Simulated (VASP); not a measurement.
Given:

```
Sb
1.0
    3.15148     0.00000     0.00000
    0.00000     3.15148     0.00000
    0.00000     0.00000     3.15148
Sb
1
Direct
  0.00000   0.00000   0.00000
```

Calculation: PBEsol GGA, VASP's PBE PAW potentials (set 64) (plane waves; VASP). Numerical set-up: 300 eV cut-off, 14×14×14 Γ-centred mesh, Gaussian smearing of 0.27 eV, potentials Sb.

### Question
Give the stress tensor in GPa (positive for a compressed cell).

### Answer

```
-4.39   0.00   0.00
 0.00  -4.39   0.00
 0.00   0.00  -4.39
```
The pressure is its mean diagonal, -4.39 GPa.

The structure comes from a computed database's Sb entry (Pm-3m); how it stands against other phases isn't given here. The cell was not relaxed at this level.
